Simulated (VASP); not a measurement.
An input for Ansatz (written as the equivalent of a VASP run, and not itself run):

Ansatz 0.2 input:
```yaml
crystal:
  lattice:
    - [4.2487190, -2.3202720, 0.0000000]
    - [4.2487190, 2.3202720, 0.0000000]
    - [2.9815930, 0.0000000, 3.8138410]
  atoms:
    - { symbol: Bi, position: [0.2340000, 0.2340000, 0.2340000] }
    - { symbol: Bi, position: [0.7660000, 0.7660000, 0.7660000] }
kpoints:
  mp_grid: { grid: [15, 15, 15] }
hamiltonian:
  xc: pbe
  pseudopotentials: { kind: paw }
scf:
  occupations: { method: gaussian, width: 0.1 }
  max_iter: 100
output: { forces: true, stress: true, eigenvalues: true }
```

Task: Translate this input to VASP (INCAR, KPOINTS, POSCAR, choice of POTCAR).

Result: Several could match; the one computed here: 
File KPOINTS:
```
K-points
0
gamma
  15 15 15
```

### INCAR
```
SYSTEM  =  Bi
PREC  =  Accurate; ENCUT  =  420; LREAL  =  .False.
LASPH  =  .True.
EDIFF  =  1E-09; NELM  =  100; ALGO  =  Normal
LMAXMIX  =  4
ISMEAR  =  0; SIGMA  =  0.1
GGA  =  PE
ISIF  =  2
LWAVE  =  .False.; LCHARG  =  .False.
```

### POSCAR
```
Bi
1
    4.2487190000    -2.3202720000     0.0000000000
    4.2487190000     2.3202720000     0.0000000000
    2.9815930000     0.0000000000     3.8138410000
Bi
2
Direct
  0.2340000000   0.2340000000   0.2340000000
  0.7660000000   0.7660000000   0.7660000000
```

POTCAR, in this order: Bi_d (PBE.64 set). Program: vasp_std.

The two are equivalent in intent, not identical: each code has its own PAW files, so the cut-off isn't converted (ENCUT is set for VASP's; basis.ecutwfc is left out, and Ansatz then takes the one that its files recommend); Ansatz stops its SCF on the density residual and VASP on the energy change (EDIFF).

The structure is a typed Bi crystal. The cell was not relaxed at this level. The run is one of a series of settings (EDIFF = 1E-09, ENCUT = 420, KPOINTS 15×15×15 Γ-centred mesh against the base run), some of them coarse on purpose.
